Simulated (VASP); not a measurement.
Given:

```
Ca2Si
1.0
    0.00000     3.54607     3.54607
    3.54607     0.00000     3.54607
    3.54607     3.54607     0.00000
Ca Si
2 1
Direct
  0.75000   0.75000   0.75000
  0.25000   0.25000   0.25000
  0.00000   0.00000   0.00000
```

Method: PBEsol GGA, VASP's PBE PAW potentials (set 64) (plane waves; VASP 6.6.1). Settings: 530 eV cut-off, 5×5×5 Γ-centred mesh, Gaussian smearing of 0.050 eV, potentials Ca_sv Si.

Task: Give the elastic stiffness tensor with the ions relaxed (GPa, in the frame of the cell).

Result: 
```
      xx    yy    zz    yz    xz    xy
--  ----  ----  ----  ----  ----  ----
xx  86.2  15.9  15.9   0.0   0.0   0.0
yy  15.9  86.2  15.9   0.0   0.0   0.0
zz  15.9  15.9  86.2   0.0   0.0   0.0
yz   0.0   0.0   0.0  20.8   0.0   0.0
xz   0.0   0.0   0.0   0.0  20.8   0.0
xy   0.0   0.0   0.0   0.0   0.0  20.8
```

Task: What does the run give for the Hill bulk modulus, Hill shear modulus, Young's modulus, Poisson's ratio?

Result: 
| Quantity | Value |
|---|---|
| Hill bulk modulus | 39.4 GPa |
| Hill shear modulus | 25.7 GPa |
| Young's modulus | 633 kbar |
| Poisson's ratio | 0.232 |

The structure comes from a computed database's Ca2Si entry (Fm-3m); how it stands against other phases isn't given here. It was relaxed first.
